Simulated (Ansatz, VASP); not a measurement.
# Cross-check of Li3H104C26Br16N13 (ionic liquid ethylammonium Br- with Li salt at 400 K) between VASP and Ansatz, part 2 of 2

One calculation is typed for both programs; each brings its own data sets. How far apart do they land? The cell is taken from a series of runs on this material, whose earlier steps may have relaxed, scaled, displaced or heated it; both programs get it as it stands.

VASP 6.6.1 and Ansatz 0.2.0.

So far: Set-up; Ansatz: single point, PBEsol.

### Step 3. VASP: single point, PBEsol

Level of this step: PBEsol; plane waves and PAW (C, N, H, Br, Li_sv) (VASP).

The same cell, functional and mesh now go to VASP, with its own data sets.

Lines of VASP's logs that name or quote its potential files are left out, and so is its time.

INCAR

```
SYSTEM = Li3H104C26Br16N13
PREC = Accurate
ENCUT = 750
EDIFF = 1E-06
NELM = 120
ISMEAR = 0
SIGMA = 0.01
LREAL = Auto
ALGO = Normal
GGA = PS
NBANDS = 310
LORBIT = 11
LWAVE = .FALSE.
LCHARG = .FALSE.
ISIF = 2
LASPH = .TRUE.
GGA_COMPAT = .FALSE.
EFERMI = MIDGAP
```

POSCAR

```
Li3H104C26Br16N13
1.0
   12.4490300000      0.0000000000      0.0000000000
    0.0000000000     12.4490300000      0.0000000000
    0.0000000000      0.0000000000     12.4490300000
C N H Br Li
26 13 104 16 3
Direct
    0.1332500000      0.1851000000      0.2885100000
    0.0687400000      0.2847500000      0.3113800000
    0.3865800000      0.5106300000      0.6870900000
    0.2735100000      0.4707900000      0.6697500000
    0.1067000000      0.6980600000      0.3209300000
    0.0575200000      0.7300200000      0.2146900000
    0.9949200000      0.5670400000      0.9067200000
    0.9353900000      0.4623300000      0.9211900000
    0.4611300000      0.8166300000      0.2851400000
    0.5157400000      0.7129700000      0.3170800000
    0.4569200000      0.1059800000      0.3951900000
    0.4530800000      0.2229900000      0.4268500000
    0.5834600000      0.9369000000      0.8539900000
    0.4920400000      0.8767800000      0.8013100000
    0.9387700000      0.7291600000      0.6499200000
    0.8386500000      0.6723800000      0.6875100000
    0.3198900000      0.0411100000      0.1144100000
    0.3652900000      0.0807100000      0.0094100000
    0.6805200000      0.9979600000      0.2206200000
    0.7786800000      0.0437500000      0.1664600000
    0.3048700000      0.6598700000      0.0850000000
    0.4130200000      0.6247300000      0.0429900000
    0.1212700000      0.1611100000      0.6194300000
    0.1705100000      0.0582900000      0.5782600000
    0.7202000000      0.2435200000      0.8649500000
    0.7211000000      0.2831100000      0.7504900000
    0.1074000000      0.3790800000      0.2493000000
    0.2238900000      0.5213300000      0.5736800000
    0.9409500000      0.7515000000      0.2280600000
    0.9947700000      0.3737900000      0.8672100000
[... 126 atom lines left out ...]
    0.2945500000      0.7769900000      0.5579100000
    0.8799400000      0.4982800000      0.2772500000
    0.9869000000      0.1566900000      0.0100500000
    0.9688000000      0.9793300000      0.9066600000
    0.8248400000      0.0229500000      0.5296200000
    0.8355700000      0.4146300000      0.4564200000
```

KPOINTS

```
Automatic mesh
0
Gamma
1 1 1
0 0 0
```

Potentials, in the order of the species: C, N, H, Br and Li_sv (PBE family, release 64).

Run with:

```sh
$ export OMP_NUM_THREADS=3
$ mpirun -np 1 vasp_gam
```

Numbers of over 12 decimals in the logs are rounded to 6 here.

The program printed:

```text
[banner, memory and clock lines left out]
running    1 mpi-ranks, on    1 nodes
[...]
Offloading initialized ...    1 GPUs detected
[...]
|                                                                             |
|               ----> ADVICE to this user running VASP <----                  |
|                                                                             |
|     You enforced a specific xc type in the INCAR file but a different       |
|     [... a line on the potential file left out ...]
|     I HOPE YOU KNOW WHAT YOU ARE DOING!                                     |
|                                                                             |

 LDA part: xc-table for (Slater+PW92), standard interpolation
 POSCAR, INCAR and KPOINTS ok, starting setup
[...]
entering main loop
       N       E                     dE             d eps       ncg     rms          rms(c)
DAV:   1     0.347332829194E+04    0.34733E+04   -0.22571E+05   620   0.153E+03
DAV:   2    -0.357130230279E+03   -0.38305E+04   -0.36083E+04   804   0.295E+02
DAV:   3    -0.845141876363E+03   -0.48801E+03   -0.48414E+03   792   0.114E+02
DAV:   4    -0.863018497185E+03   -0.17877E+02   -0.17777E+02   864   0.222E+01
[...]
DAV:  17    -0.803192584540E+03   -0.22354E-05   -0.16708E-05   776   0.925E-03    0.829E-03
DAV:  18    -0.803192588298E+03   -0.37584E-05   -0.99899E-06   760   0.735E-03    0.626E-03
DAV:  19    -0.803192588868E+03   -0.56990E-06   -0.35654E-06   736   0.370E-03
   1 F= -.80319259E+03 E0= -.80319259E+03  d E =0.000000E+00
```

Parts of OUTCAR (step 3):

```text
  FREE ENERGIE OF THE ION-ELECTRON SYSTEM (eV)
  ---------------------------------------------------
  free  energy   TOTEN  =      -803.1925888679 eV

  energy  without entropy=     -803.1925888679  energy(sigma->0) =     -803.19258887
```

The run ends at a pressure of 0.07 GPa, with forces up to 0.064 eV/Å.

### Step 4. Comparison

Known differences besides the potentials themselves: fixed occupations in Ansatz, narrow Gaussian smearing in VASP; the cutoff is 420 eV in Ansatz and 750 eV in VASP (PREC = Accurate, projectors in real space); Ansatz makes its cores anew for this functional, VASP keeps those of its PBE data sets. Total energies have different zeros and are not compared.

Both answers:

```csv
quantity,Ansatz,VASP,difference
pressure (GPa),0.03,0.07,-0.04
gap on the k mesh (eV),4.436,4.437,-0.001
```

At this near-relaxed geometry the largest component of a force difference is 23 meV/Å. A gap on the mesh is an upper bound, since the band edges may lie between its points.

### Step 5. Results

```
difference in gap on the k mesh (single point, PBEsol) : -0.0011 eV
r.m.s. force difference (single point, PBEsol)         : 11 meV/Å
```

**Reading.** The r.m.s. force difference is 11 meV/Å (single point, PBEsol), within the 12 meV/Å picked in this series as the mark of a large difference. Such differences can come from data sets, numerical settings and the points named under the comparisons, not from the functional's error against experiment.

[Lines on the potential files, build, host, timing and source positions are cut from VASP's logs without a mark.]

[Logs are printed without paths, hosts, clocks, repeated set-up lines and the standing remarks that a program may print on its own settings, such as how far it seeks lower states.]

[Hosts, paths, dates, database ids (printed as entryN), source tags and the programs' standing remarks are cut or masked in the printed files.]
